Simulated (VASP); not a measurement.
Method: PBEsol GGA, VASP's PBE PAW potentials (set 64) (plane waves; VASP).

A VASP calculation is set up with these files.

File KPOINTS:
```
Automatic mesh
0
Gamma
7 7 2
0 0 0
```

### POSCAR
```
Al2In2Sb4
1
   -0.0000000000     3.1698563782     3.1698563782
    3.1698563782    -0.0000000000     3.1698563782
   12.6761506130    12.6761506130     0.0032748997
In Sb Al
2 4 2
Direct
  0.0084063278   0.0084063278   0.9936952542
  0.9934294969   0.9934294969   0.2549278773
  0.2490598099   0.2490598099   0.0632051426
  0.2344229367   0.2344229367   0.3241827975
  0.2503871910   0.2503871910   0.5622096067
  0.2654166067   0.2654166067   0.8009375450
  0.9921967896   0.9921967896   0.5058524078
  0.0066808413   0.0066808413   0.7449893691
```

### INCAR
```
! general
SYSTEM  = Al2In2Sb4
PREC    = Accurate
ENCUT   = 400
LREAL   = .FALSE.
LASPH   = .TRUE.

! electronic loop
EDIFF   = 1E-7
NELM    = 100
ALGO    = Normal
LMAXMIX = 4

! smearing
ISMEAR  = -5

! functional
GGA     = PS

! ions
ISIF    = 2

! output
LWAVE   = .FALSE.
LCHARG  = .TRUE.
LORBIT  = 11
NEDOS   = 601

! other
LEFG    = .TRUE.
```

POTCAR, in this order: In_d Sb Al (PBE.64 set). Program: vasp_std.

Output

### OSZICAR
```
       N       E                     dE             d eps       ncg     rms          rms(c)
DAV:   1     0.342262825998E+03    0.34226E+03   -0.17703E+04  1984   0.124E+03
DAV:   2     0.900541648684E+00   -0.34136E+03   -0.33454E+03  2167   0.319E+02
DAV:   3    -0.323280508117E+02   -0.33229E+02   -0.32735E+02  2505   0.118E+02
DAV:   4    -0.334836091515E+02   -0.11556E+01   -0.11522E+01  2322   0.265E+01
DAV:   5    -0.335499814962E+02   -0.66372E-01   -0.66363E-01  3248   0.569E+00    0.751E+00
DAV:   6    -0.331088541403E+02    0.44113E+00   -0.73685E-01  2598   0.907E+00    0.446E+00
DAV:   7    -0.330018581220E+02    0.10700E+00   -0.51626E-01  2997   0.451E+00    0.960E-01
DAV:   8    -0.329959773173E+02    0.58808E-02   -0.49672E-02  2825   0.223E+00    0.699E-01
DAV:   9    -0.329970349941E+02   -0.10577E-02   -0.59273E-03  2514   0.363E-01    0.140E-01
DAV:  10    -0.329972505825E+02   -0.21559E-03   -0.35257E-04  2607   0.120E-01    0.676E-02
DAV:  11    -0.329973439618E+02   -0.93379E-04   -0.10057E-04  2536   0.469E-02    0.178E-02
DAV:  12    -0.329973615532E+02   -0.17591E-04   -0.18588E-05  2389   0.277E-02    0.118E-02
DAV:  13    -0.329973631773E+02   -0.16241E-05   -0.24495E-06  2077   0.846E-03    0.550E-03
DAV:  14    -0.329973632187E+02   -0.41484E-07   -0.49716E-07  2072   0.510E-03
   1 F= -.32997363E+02 E0= -.32997363E+02  d E =0.000000E+00
```

File OUTCAR:
```
------------------------ aborting loop because EDIFF is reached ----------------------------------------
  FORCE on cell =-STRESS in cart. coord.  units (eV):
  Direction    XX          YY          ZZ          XY          YZ          ZX
  --------------------------------------------------------------------------------------
  Total        0.1091794      0.1091794      0.1091794      0.0281200     -0.0281200     -0.0281200
  in kB        0.6867691      0.6867691      0.6867691      0.1768829     -0.1768829     -0.1768829
  external PRESSURE =       0.6867691 kB  Pullay stress =       0.0000000 kB
  volume of cell :      254.71
      direct lattice vectors                 reciprocal lattice vectors
     0.000000000  3.169856378  3.169856378    -0.157756231  0.157715475  0.157756231
     3.169856378  0.000000000  3.169856378     0.157715475 -0.157756231  0.157756231
    12.676150613 12.676150613  0.003274900     0.039449247  0.039449247 -0.039449247
 POSITION                                       TOTAL-FORCE (eV/Angst)
 -----------------------------------------------------------------------------------
     12.62288     12.62288      0.05655         0.002435      0.002435     -0.002435
      6.38053      6.38053      6.29889        -0.008917     -0.008917      0.008917
      1.59068      1.59068      1.57917        -0.000777     -0.000777      0.000777
      4.85248      4.85248      1.48724        -0.003895     -0.003895      0.003895
      7.92035      7.92035      1.58922        -0.005390     -0.005390      0.005390
     10.99414     10.99414      1.68529         0.006176      0.006176     -0.006176
      9.55738      9.55738      6.29190         0.005173      0.005173     -0.005173
      9.46477      9.46477      0.04479         0.005194      0.005194     -0.005194
 -----------------------------------------------------------------------------------
    total drift:                                0.000668      0.000668     -0.000667
  FREE ENERGIE OF THE ION-ELECTRON SYSTEM (eV)
  ---------------------------------------------------
  free  energy   TOTEN  =       -32.9973632187 eV

  energy  without entropy=      -32.9973632187  energy(sigma->0) =      -32.99736322

 total charge

# of ion       s       p       d       tot
------------------------------------------
    1        0.868   0.739   9.867  11.474
    2        0.868   0.740   9.867  11.475
    3        1.133   1.348   0.021   2.502
    4        1.129   1.370   0.022   2.520
    5        1.118   1.382   0.021   2.521
    6        1.122   1.363   0.020   2.505
    7        0.416   0.336   0.000   0.752
    8        0.416   0.336   0.000   0.752
--------------------------------------------------
tot          7.071   7.612  19.819  34.501
```
(Selected blocks of OUTCAR.)

The structure was generated: Al2In2Sb4 was put into an ordered model structure (R3m), which need not be its known phase. It was relaxed first.
